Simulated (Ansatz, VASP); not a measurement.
**H24C176N (C(110) slab, H on the bottom face, stepped) in two plane-wave programs**

Wanted: the spread between two codes on one cell, functional and k mesh. Of the first pair: The structure shown is the start of the Ansatz relaxation below; VASP solves that cell, so the two are compared at the walk's first step.

Calculated with Ansatz 0.2.0; plane waves, with VASP 6.6.1 beside it; single point at PBE with D3(BJ).

## (1) The starting structure

The cell holds 201 atoms: 176 C, 1 N and 24 H. Cell: a = 10.089 Å, b = 10.701 Å, c = 19.718 Å, α = 90.0°, β = 90.0°, γ = 90.0°. It derives from C (diamond-structure). As first built, before any earlier steps moved the atoms (in the runner's words): diamond-structure C (a = 3.567 A), (110) slab of 8 atomic planes, 4 x 3 surface cells, H on the broken bonds of the bottom face; the top repeat layer removed from half of the cell (two steps); displaced by a Gaussian of 0.02 A. Vacuum lies along c. Nearest the centre at fractional (0.378, 0.846, 0.679): N177 at 0.00 Å, C132 at 1.50 Å, C162 at 1.52 Å, C161 at 1.53 Å, C160 at 1.54 Å, C29 at 2.38 Å, C55 at 2.40 Å, C133 at 2.46 Å.

## (2) Ansatz: relaxation, PBE with D3(BJ)

Ansatz runs on its default PAW (the set named soft_2) files.

The two programs are compared at the cell with which this relaxation starts, whose forces are those of its first step.

Contents of input.yaml:

```yaml
crystal:
  lattice:
    - [10.089, 0.0, 0.0]
    - [0.0, 10.701, 0.0]
    - [0.0, 0.0, 19.71786]
  atoms:
    - { symbol: C, position: [0.87196, 0.17091, 0.29943] }
    - { symbol: C, position: [0.00066, 0.08152, 0.29845] }
    - { symbol: C, position: [0.99986, 0.00074, 0.3615] }
    - { symbol: C, position: [0.87519, 0.25202, 0.36223] }
    - { symbol: C, position: [0.87451, 0.16757, 0.42609] }
    - { symbol: C, position: [0.99934, 0.0848, 0.42528] }
    - { symbol: C, position: [0.99955, 0.0013, 0.48915] }
    - { symbol: C, position: [0.87454, 0.25068, 0.49062] }
    - { symbol: C, position: [0.87509, 0.16549, 0.55487] }
    - { symbol: C, position: [0.99985, 0.08506, 0.55298] }
    - { symbol: C, position: [0.00284, 0.0012, 0.61623] }
    - { symbol: C, position: [0.87887, 0.24839, 0.62213] }
    - { symbol: C, position: [0.8787, 0.14907, 0.679] }
    - { symbol: C, position: [0.01458, 0.07943, 0.68166] }
    - { symbol: C, position: [0.12383, 0.1692, 0.29813] }
    - { symbol: C, position: [0.25214, 0.08503, 0.29974] }
    - { symbol: C, position: [0.25022, 0.00113, 0.36155] }
    - { symbol: C, position: [0.1247, 0.25326, 0.36122] }
    - { symbol: C, position: [0.12447, 0.16862, 0.42465] }
    - { symbol: C, position: [0.24985, 0.08506, 0.4247] }
    - { symbol: C, position: [0.24989, 0.00196, 0.48777] }
    - { symbol: C, position: [0.12467, 0.25218, 0.48808] }
    - { symbol: C, position: [0.12536, 0.16945, 0.5513] }
    - { symbol: C, position: [0.25004, 0.08723, 0.55051] }
    - { symbol: C, position: [0.25042, 0.00814, 0.61333] }
    - { symbol: C, position: [0.12643, 0.25562, 0.61353] }
    - { symbol: C, position: [0.12307, 0.17922, 0.67952] }
    - { symbol: C, position: [0.25119, 0.1072, 0.6799] }
    - { symbol: C, position: [0.24945, 0.00758, 0.73015] }
    - { symbol: C, position: [0.12121, 0.28892, 0.72846] }
[... 130 lines left out ...]
    - { symbol: "N", position: [0.37773, 0.846, 0.67949] }
[... 8 lines left out ...]
    - { symbol: C, position: [0.75006, 0.66667, 0.49053] }
    - { symbol: C, position: [0.6255, 0.91722, 0.49057] }
    - { symbol: C, position: [0.62502, 0.83214, 0.55484] }
    - { symbol: C, position: [0.74987, 0.74856, 0.55549] }
    - { symbol: C, position: [0.74969, 0.65718, 0.62322] }
    - { symbol: C, position: [0.62138, 0.91507, 0.62203] }
    - { symbol: C, position: [0.62168, 0.81589, 0.67892] }
    - { symbol: C, position: [0.74983, 0.7559, 0.67755] }
    - { symbol: H, position: [0.87351, 0.22262, 0.2541] }
    - { symbol: H, position: [0.00274, 0.02634, 0.2536] }
    - { symbol: H, position: [0.12151, 0.2256, 0.25277] }
    - { symbol: H, position: [0.25425, 0.02697, 0.2527] }
    - { symbol: H, position: [0.87621, 0.55895, 0.25271] }
    - { symbol: H, position: [0.9973, 0.36039, 0.25263] }
    - { symbol: H, position: [0.37429, 0.2256, 0.25217] }
    - { symbol: H, position: [0.50362, 0.0232, 0.25294] }
    - { symbol: H, position: [0.12158, 0.55817, 0.25246] }
    - { symbol: H, position: [0.25027, 0.35799, 0.25522] }
    - { symbol: H, position: [0.87624, 0.89166, 0.25358] }
    - { symbol: H, position: [0.00078, 0.69137, 0.25361] }
    - { symbol: H, position: [0.62397, 0.22529, 0.2525] }
    - { symbol: H, position: [0.74884, 0.02714, 0.2549] }
    - { symbol: H, position: [0.37699, 0.56202, 0.2537] }
    - { symbol: H, position: [0.49927, 0.3574, 0.25477] }
    - { symbol: H, position: [0.12735, 0.89309, 0.25089] }
    - { symbol: H, position: [0.25066, 0.69458, 0.25214] }
    - { symbol: H, position: [0.62267, 0.56018, 0.2534] }
    - { symbol: H, position: [0.74932, 0.35891, 0.25302] }
    - { symbol: H, position: [0.37588, 0.89258, 0.25126] }
    - { symbol: H, position: [0.50048, 0.69209, 0.25327] }
    - { symbol: H, position: [0.62699, 0.8922, 0.25336] }
    - { symbol: H, position: [0.74957, 0.6925, 0.25478] }
kpoints:
  mp_grid: { grid: [1, 1, 1] }
hamiltonian:
  xc: pbe
  dispersion: d3bj
scf:
  occupations: { method: fermi_dirac, width: 0.05 }
output:
  forces: true
  eigenvalues: true
relax:
  f_tol: 0.05
  max_steps: 90
  constraints:
    - { sites: [0, 1, 14, 15, 30, 31, 32, 44, 45, 46, 47, 59, 60, 61, 62, 75, 76, 78, 89, 90, 91, 92, 103, 104, 105, 118, 119, 120, 134, 135, 136, 148, 149, 163, 164, 165, 177, 178, 179, 180, 181, 182, 183, 184, 185, 186, 187, 188, 189, 190, 191, 192, 193, 194, 195, 196, 197, 198, 199, 200], fix: xyz }
```

The run is started by

```
$ ansatz run input.yaml --threads 8 --pin off --max-ram 15872MiB --backend cpu --events-out ev --progress --plain --runs-dir out
```

Numbers of over 12 decimals in the logs are rounded to 6 here.

Log:

```text
Engine: ansatz 0.2.0, aarch64-unknown-linux-gnu
Pseudopotentials: kind: paw
Pseudopotential: C, paw, valence charge 4, recommended cutoff 420 eV (normal), C.paw.azcp
Pseudopotential: N, paw, valence charge 5, recommended cutoff 420 eV (normal), N.paw.azcp
Pseudopotential: H, paw, valence charge 1, recommended cutoff 420 eV (normal), H.paw.azcp
Functional definition: PBE
  parameter kappa = 0.804
  parameter beta = 0.066725
  exchange = pbe_x(kappa = kappa, mu = beta*pi^2/3)
  correlation = pbe_c(beta = beta)
Crystal: 201 atoms, lattice volume = 2128.787 Å³
Basis set: ecut = 420 eV, 41567 PW (Γ), exchange–correlation on 144×144×270 points (8 copies of the dense FFT grid, shifted against one another)
Bands: 568, of which v1, the nominal top of the filled ones, is band 367 counted from 1 (366 counted from 0)
Symmetry: 1 space group operations
Space group: P1 (ITA 1), of the structure as read, at distance tolerance 1.3e-4 Å
k-points: 1
Non-local potential: C, projectors of the file, l = 0: 2, l = 1: 2, l = 2: 1
Non-local potential: N, projectors of the file, l = 0: 2, l = 1: 2, l = 2: 1
Non-local potential: H, projectors of the file, l = 0: 2, l = 1: 1
PAW form: soft (Blöchl's): semilocal exchange-correlation on the pseudo side does not see the compensation charge
PAW one-centre angular grid: C, 110 points (default); XC on 64 Gauss nodes
PAW one-centre angular grid: N, 110 points (default); XC on 64 Gauss nodes
PAW one-centre angular grid: H, 110 points (default); XC on 64 Gauss nodes
Initial density: superposition of atomic densities (neutral atoms: chi_scale 0, normalization atom), corrected by the library's trained network
Initial wavefunctions: pseudopotential atomic-orbital guess
Functional: x = pbe(κ = 0.804, μ = 0.219515), c = pbe(β = 0.066725)
SCF iter   1: F=—  HF=-44899.227060 eV  |F-HF|=—  |Δ(HF+E_count)|=         —  Δρ=1.13e-2  dr2=1.41e1  ethr=1.77e-3  ⟨swp⟩=7.0  Hψ=2955  notcnv=0  defer=165
preconditioner: auto → LDOS  [metal: Δε(μ)=0.125 eV  Ē_g=15.997 eV  σ=0.050 eV  W_gap=0.45  n_scr=426 (ndim 8)  ℏωp=21.8 eV  f_vac=0.426  D(μ)=20.76/eV (n_scr^D=76)  β→1.0]
SCF iter   2: F=—  HF=-44898.815609 eV  |F-HF|=—  |Δ(HF+E_count)|=   4.11e-1  Δρ=1.40e-2  dr2=6.97e0  ethr=1.77e-3  ⟨swp⟩=3.0  Hψ=767  notcnv=0  defer=193
SCF iter   3: F=—  HF=-44897.835053 eV  |F-HF|=—  |Δ(HF+E_count)|=   9.81e-1  Δρ=3.60e-3  dr2=6.67e-1  ethr=9.51e-4  ⟨swp⟩=3.0  Hψ=758  notcnv=0  defer=192
SCF iter   4: F=—  HF=-44897.784845 eV  |F-HF|=—  |Δ(HF+E_count)|=   5.02e-2  Δρ=2.26e-3  dr2=2.41e-1  ethr=9.10e-5  ⟨swp⟩=2.0  Hψ=663  notcnv=0  defer=192
SCF iter   5: F=—  HF=-44897.755378 eV  |F-HF|=—  |Δ(HF+E_count)|=   2.95e-2  Δρ=1.65e-3  dr2=1.50e-1  ethr=3.28e-5  ⟨swp⟩=2.0  Hψ=694  notcnv=0  defer=192
SCF iter   6: F=—  HF=-44897.739288 eV  |F-HF|=—  |Δ(HF+E_count)|=   1.61e-2  Δρ=9.63e-4  dr2=3.02e-2  ethr=2.04e-5  ⟨swp⟩=2.0  Hψ=669  notcnv=0  defer=192
SCF iter   7: F=—  HF=-44897.741031 eV  |F-HF|=—  |Δ(HF+E_count)|=   1.74e-3  Δρ=4.34e-4  dr2=4.58e-3  ethr=4.12e-6  ⟨swp⟩=2.0  Hψ=709  notcnv=0  defer=192
SCF iter   8: F=—  HF=-44897.741146 eV  |F-HF|=—  |Δ(HF+E_count)|=   1.16e-4  Δρ=1.89e-4  dr2=1.36e-3  ethr=6.25e-7  ⟨swp⟩=3.0  Hψ=630  notcnv=0  defer=192
SCF iter   9: F=—  HF=-44897.741181 eV  |F-HF|=—  |Δ(HF+E_count)|=   3.50e-5  Δρ=8.24e-5  dr2=1.95e-4  ethr=1.86e-7  ⟨swp⟩=2.0  Hψ=582  notcnv=0  defer=192
SCF iter  10: F=-44897.741174 eV  HF=-44897.741191 eV  |F-HF|=1.67e-5  |Δ(HF+E_count)|=   9.71e-6  Δρ=4.19e-5  dr2=4.70e-5  ethr=8.53e-9  ⟨swp⟩=28.0  Hψ=5732  notcnv=0
SCF 1 converged in 10 iterations: F = -44897.741174 eV  dr2 = 4.70e-5
  greatest PAW one-centre occupation: 0.781 electrons in one spin orbital (limit 2), on the N atom at site 160 (counted from 0), in its partial waves of l = 0
relax step   1: F+E_penalty+E_count = -44897.74117430 eV  Δ(F+E_penalty+E_count) = +0.000e0 eV  max|allowed force component| = 7.538e-1 eV/Å  Δτ_max = 0.0000 Å  (10 SCF iters, dr2 threshold 6.25e-5 eV, accepted)
Initial density: handed on by an earlier stage of this run
Initial wavefunctions: those handed on with the density
iter 1 solved again at ethr=1.28e-5 eV; its pass at ethr=3.10e-3 eV (dr2=9.38e-2 eV) is discarded
SCF iter   1: F=—  HF=-44897.841989 eV  |F-HF|=—  |Δ(HF+E_count)|=         —  Δρ=1.97e-3  dr2=9.40e-2  ethr=1.28e-5  ⟨swp⟩=2.0  Hψ=1533  notcnv=0  defer=192
preconditioner: auto → LDOS  [insulator: Δε(μ)=0.295 eV  Ē_g=15.969 eV  σ=0.050 eV  W_gap=0.51  n_scr=426 (ndim 8)  ℏωp=21.8 eV  f_vac=0.429  D(μ)=10.94/eV (n_scr^D=38)  ε∞_Penn≈2.9  β→1.0]
SCF iter   2: F=—  HF=-44897.847625 eV  |F-HF|=—  |Δ(HF+E_count)|=   5.64e-3  Δρ=1.84e-3  dr2=1.27e-1  ethr=1.28e-5  ⟨swp⟩=3.0  Hψ=760  notcnv=0  defer=192
SCF iter   3: F=—  HF=-44897.828782 eV  |F-HF|=—  |Δ(HF+E_count)|=   1.88e-2  Δρ=5.16e-4  dr2=1.01e-2  ethr=1.28e-5  ⟨swp⟩=3.0  Hψ=752  notcnv=0  defer=192
[...]
- { symbol: C, position: [0.878095, 0.815678, 0.679675] }
    - { symbol: C, position: [0.016657, 0.745023, 0.681893] }
    - { symbol: C, position: [0.6245, 0.166570, 0.296890] }
    - { symbol: C, position: [0.74995, 0.081840, 0.298820] }
    - { symbol: C, position: [0.74733, 0.00182, 0.362050] }
    - { symbol: C, position: [0.6245, 0.25176, 0.361570] }
    - { symbol: C, position: [0.624711, 0.167773, 0.425950] }
    - { symbol: C, position: [0.749197, 0.084700, 0.426299] }
    - { symbol: C, position: [0.749829, 0.000166204, 0.490845] }
    - { symbol: C, position: [0.625229, 0.250527, 0.490669] }
    - { symbol: C, position: [0.624923, 0.165276, 0.555149] }
    - { symbol: C, position: [0.749877, 0.081589, 0.555907] }
    - { symbol: C, position: [0.749816, 0.989921, 0.623905] }
    - { symbol: C, position: [0.621073, 0.247488, 0.622450] }
    - { symbol: C, position: [0.621818, 0.147817, 0.679689] }
    - { symbol: C, position: [0.749924, 0.088488, 0.678186] }
    - { symbol: C, position: [0.37227, 0.50115, 0.299010] }
    - { symbol: C, position: [0.498600, 0.416280, 0.299800] }
    - { symbol: C, position: [0.49842, 0.334380, 0.361020] }
    - { symbol: C, position: [0.375452, 0.584509, 0.361789] }
    - { symbol: C, position: [0.375747, 0.501394, 0.425226] }
    - { symbol: C, position: [0.500354, 0.417520, 0.425457] }
    - { symbol: C, position: [0.500510, 0.334381, 0.489247] }
    - { symbol: C, position: [0.375592, 0.585282, 0.488105] }
[...]
- { symbol: N, position: [0.377203, 0.847695, 0.677357] }
[...]
- { symbol: C, position: [0.750150, 0.666622, 0.490691] }
    - { symbol: C, position: [0.625614, 0.917189, 0.490494] }
    - { symbol: C, position: [0.625285, 0.832303, 0.554795] }
    - { symbol: C, position: [0.750043, 0.748595, 0.555722] }
    - { symbol: C, position: [0.749804, 0.657633, 0.623883] }
    - { symbol: C, position: [0.620802, 0.913564, 0.621882] }
    - { symbol: C, position: [0.620163, 0.816631, 0.680197] }
    - { symbol: C, position: [0.749066, 0.756243, 0.678459] }
    - { symbol: H, position: [0.87351, 0.222620, 0.254100] }
    - { symbol: H, position: [0.00274, 0.026340, 0.253600] }
    - { symbol: H, position: [0.12151, 0.225600, 0.25277] }
    - { symbol: H, position: [0.25425, 0.026970, 0.252700] }
    - { symbol: H, position: [0.87621, 0.55895, 0.252710] }
    - { symbol: H, position: [0.9973, 0.360390, 0.252630] }
    - { symbol: H, position: [0.37429, 0.225600, 0.252170] }
    - { symbol: H, position: [0.50362, 0.023200, 0.252940] }
    - { symbol: H, position: [0.121580, 0.558170, 0.252460] }
    - { symbol: H, position: [0.25027, 0.357990, 0.25522] }
    - { symbol: H, position: [0.876240, 0.89166, 0.25358] }
    - { symbol: H, position: [0.00078, 0.691370, 0.253610] }
    - { symbol: H, position: [0.62397, 0.225290, 0.252500] }
    - { symbol: H, position: [0.74884, 0.027140, 0.2549] }
    - { symbol: H, position: [0.376990, 0.562020, 0.2537] }
    - { symbol: H, position: [0.49927, 0.357400, 0.25477] }
    - { symbol: H, position: [0.12735, 0.893090, 0.250890] }
    - { symbol: H, position: [0.25066, 0.69458, 0.25214] }
    - { symbol: H, position: [0.622670, 0.56018, 0.2534] }
    - { symbol: H, position: [0.74932, 0.358910, 0.253020] }
    - { symbol: H, position: [0.37588, 0.892580, 0.251260] }
    - { symbol: H, position: [0.50048, 0.69209, 0.25327] }
    - { symbol: H, position: [0.62699, 0.892200, 0.253360] }
    - { symbol: H, position: [0.74957, 0.692500, 0.254780] }
```

## (3) VASP: single point, PBE with D3(BJ), start cell, pair 1

The same cell, functional, mesh and smearing now go to VASP, with its own data sets.

Lines of VASP's logs that name or quote its potential files are left out, and so is its time.

Contents of INCAR:

```
SYSTEM = H24C176N
PREC = Accurate
ENCUT = 520
EDIFF = 1E-06
NELM = 120
ISMEAR = -1
SIGMA = 0.05
LREAL = Auto
ALGO = Normal
GGA = PE
IVDW = 12
NBANDS = 507
LORBIT = 11
LWAVE = .FALSE.
LCHARG = .FALSE.
ISIF = 2
LASPH = .TRUE.
GGA_COMPAT = .FALSE.
```

Contents of POSCAR:

```
H24C176N
1.0
   10.0890000000      0.0000000000      0.0000000000
    0.0000000000     10.7010000000      0.0000000000
    0.0000000000      0.0000000000     19.7178600000
C N H
176 1 24
Direct
    0.8719595599      0.1709092608      0.2994290455
    0.0006640896      0.0815157462      0.2984502375
[... 8 atom lines left out ...]
    0.0028446823      0.0011961499      0.6162281302
[... 9 atom lines left out ...]
    0.2498860145      0.0019624334      0.4877709853
[... 2 atom lines left out ...]
    0.2500446030      0.0872254929      0.5505110595
    0.2504212509      0.0081394262      0.6133322785
[... 1 atom line left out ...]
    0.1230746357      0.1792168956      0.6795210028
    0.2511943701      0.1071955892      0.6799013686
    0.2494498959      0.0075787310      0.7301502293
[... 21 atom lines left out ...]
    0.5004856775      0.0009905616      0.4893076632
[... 1 atom line left out ...]
    0.3746952126      0.1691991403      0.5510993587
    0.5003072653      0.0848331932      0.5529910447
    0.4976509069      0.0010279413      0.6164411351
[... 1 atom line left out ...]
    0.3794330459      0.1796280721      0.6793485703
    0.4881157697      0.0808242220      0.6809917506
[... 12 atom lines left out ...]
    0.1261671127      0.5888328194      0.6133677793
    0.1211418376      0.5128773012      0.6796376483
[... 2 atom lines left out ...]
    0.1169491525      0.6253714606      0.7273203076
[... 13 atom lines left out ...]
    0.0133709981      0.7465283618      0.6814279034
[... 10 atom lines left out ...]
    0.7501338091      0.9903466966      0.6233282922
[... 1 atom line left out ...]
    0.6225691347      0.1497523596      0.6786385541
[... 12 atom lines left out ...]
    0.3735057984      0.5887580600      0.6133779224
    0.3776191892      0.5129333707      0.6794601443
[... 1 atom line left out ...]
    0.3822876400      0.6251471825      0.7273304507
[... 8 atom lines left out ...]
    0.1253642581      0.8360620503      0.5511703603
    0.2500446030      0.7540136436      0.5506175619
    0.2497868966      0.6749182319      0.6134184947
    0.1264248191      0.9221568078      0.6131902752
    0.1215085737      0.8463975329      0.6793485703
    0.2495688373      0.7740398094      0.6798912255
    0.2495787491      0.6744603308      0.7301603724
    0.1163048865      0.9592467994      0.7269196556
[... 11 atom lines left out ...]
    0.6210427198      0.5816091954      0.6220502631
[... 8 atom lines left out ...]
    0.5006839132      0.6676105037      0.4893380925
    0.3753989494      0.9186337725      0.4881513511
    0.3747645951      0.8359872909      0.5513377212
    0.5003270889      0.7515559294      0.5530620463
    0.4972247002      0.6677039529      0.6163904197
    0.3738824462      0.9221474629      0.6134083516
    0.4861334126      0.7463975329      0.6815699067
    0.3808999901      0.9566769461      0.7279593222
[... 8 atom lines left out ...]
    0.6250173456      0.8321371834      0.5548421583
[... 1 atom line left out ...]
    0.7496877788      0.6571815718      0.6232217898
    0.6213797205      0.9150733576      0.6220299769
    0.6216770740      0.8158863658      0.6789174890
    0.7498265438      0.7559013176      0.6775481721
    0.3777282189      0.8459957013      0.6794905735
[... 23 atom lines left out ...]
    0.7495688373      0.6924960284      0.2547791697
```

Contents of KPOINTS:

```
Automatic mesh
0
Gamma
1 1 1
0 0 0
```

The projector-augmented-wave data sets are C, N and H (PBE family, release 64).

The run is started by

```
$ export OMP_NUM_THREADS=3
$ mpirun -np 1 vasp_gam
```

Log:

```text
[banner, memory and clock lines left out]
running    1 mpi-ranks, on    1 nodes
[...]
Offloading initialized ...    1 GPUs detected
[...]
LDA part: xc-table for (Slater+PW92), standard interpolation
 POSCAR, INCAR and KPOINTS ok, starting setup
[...]
entering main loop
       N       E                     dE             d eps       ncg     rms          rms(c)
DAV:   1     0.675545730000E+04    0.67555E+04   -0.40282E+05  1038   0.139E+03
DAV:   2    -0.953443550431E+03   -0.77089E+04   -0.73208E+04  1393   0.344E+02
DAV:   3    -0.169698374564E+04   -0.74354E+03   -0.73269E+03  1300   0.108E+02
DAV:   4    -0.172248108741E+04   -0.25497E+02   -0.25382E+02  1356   0.214E+01
[...]
DAV:  30    -0.165080237622E+04   -0.25902E-05   -0.17480E-07   828   0.500E-04    0.456E-04
DAV:  31    -0.165080237791E+04   -0.16947E-05   -0.12150E-07   852   0.409E-04    0.127E-04
DAV:  32    -0.165080237833E+04   -0.42148E-06   -0.37045E-08   828   0.250E-04
   1 F= -.16806969E+04 E0= -.16806573E+04  d E =-.792826E-01
```

Parts of OUTCAR (step 3):

```text
  FREE ENERGIE OF THE ION-ELECTRON SYSTEM (eV)
  ---------------------------------------------------
  free  energy   TOTEN  =     -1680.6969465963 eV

  energy  without entropy=    -1680.6176640279  energy(sigma->0) =    -1680.65730531
```

## (4) Side by side

Known differences besides the potentials themselves: the cutoff is 420 eV in Ansatz and 520 eV in VASP (PREC = Accurate, projectors in real space). Total energies have different zeros and are not compared.

Forces on 10 of the 201 atoms, those with the largest forces and the largest differences (eV/Å; atoms numbered as in POSCAR):

```csv
atom,"Ansatz x, y, z","VASP x, y, z"
C1,"1.180, -3.834, 0.752","1.189, -3.844, 0.736"
C2,"-0.516, 3.248, 0.972","-0.528, 3.253, 0.967"
C29,"-0.603, -0.639, -0.147","-0.602, -0.627, -0.098"
C59,"0.040, 0.115, 0.059","0.092, 0.118, 0.076"
C60,"-2.249, 1.326, 0.501","-2.269, 1.334, 0.500"
C75,"0.005, 0.353, -0.018","-0.044, 0.353, 0.003"
C76,"1.288, -1.058, -1.933","1.297, -1.060, -1.927"
C91,"-0.515, 3.386, 1.323","-0.510, 3.376, 1.316"
C150,"-0.834, 2.331, 0.683","-0.851, 2.326, 0.671"
C164,"-0.756, 2.433, 1.549","-0.767, 2.434, 1.528"
```

The forces differ by 11 meV/Å r.m.s., which is 2.1 % of the r.m.s. force of 0.513 eV/Å (both taken over all components). With vacuum in the cell, a pressure given here is an average over mostly empty space and none of the material.

## (5) Ansatz: relaxation, PBE with D3(BJ)

This run makes the geometry at which the two programs are then compared.

The structure compared here is the end of the Ansatz relaxation.

input.yaml is that of step 2.

The run is started by

```
$ ansatz run input.yaml --threads 8 --pin off --max-ram 15872MiB --backend cpu --events-out ev --progress --plain --runs-dir out
```

Log:

```text
[...]
Crystal: 201 atoms, lattice volume = 2128.787 Å³
Basis set: ecut = 420 eV, 41567 PW (Γ), exchange–correlation on 144×144×270 points (8 copies of the dense FFT grid, shifted against one another)
Bands: 568, of which v1, the nominal top of the filled ones, is band 367 counted from 1 (366 counted from 0)
Symmetry: 1 space group operations
[...]
k-points: 1
[...]
- { symbol: H, position: [0.00274, 0.026340, 0.253600] }
    - { symbol: H, position: [0.12151, 0.225600, 0.25277] }
    - { symbol: H, position: [0.25425, 0.026970, 0.252700] }
    - { symbol: H, position: [0.87621, 0.55895, 0.252710] }
    - { symbol: H, position: [0.9973, 0.360390, 0.252630] }
    - { symbol: H, position: [0.37429, 0.225600, 0.252170] }
    - { symbol: H, position: [0.50362, 0.023200, 0.252940] }
[...]
- { symbol: H, position: [0.37588, 0.892580, 0.251260] }
    - { symbol: H, position: [0.50048, 0.69209, 0.25327] }
    - { symbol: H, position: [0.62699, 0.892200, 0.253360] }
    - { symbol: H, position: [0.74957, 0.692500, 0.254780] }
```

[end of part 1 of 2]

[Lines on the potential files, build, host, timing and source positions are cut from VASP's logs without a mark.]

[Logs are printed without paths, hosts, clocks, repeated set-up lines and the standing remarks that a program may print on its own settings, such as how far it seeks lower states.]

[Hosts, paths, dates, database ids (printed as entryN), source tags and the programs' standing remarks are cut or masked in the printed files.]
